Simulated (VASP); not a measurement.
Energy against volume of Nb (bcc). Method: MS2 meta-GGA, VASP's PBE PAW potentials (set 64) (plane waves; VASP). Numerical set-up: 520 eV cut-off, 16×16×16 Γ-centred mesh, first-order Methfessel-Paxton smearing of 0.10 eV, potentials Nb_sv.

```csv
V (Å³/atom),E (eV/atom)
16.737,-9.81992
17.271,-9.84816
17.805,-9.85595
18.339,-9.84616
```

**Question.** Fit these four points and predict the energy of the run at 18.873 Å³/atom.

**Answer.** A cubic in V^(−2/3), the third-order Birch-Murnaghan form, passes through the four points with V0 = 17.76 Å³/atom and B0 = 177 GPa, and gives -9.8212 eV/atom there. The run gave -9.8210 eV/atom, +0.2 meV/atom from the fit; all five points give B0 = 178 GPa.

The compound is Nb in the bcc structure. It was relaxed first.
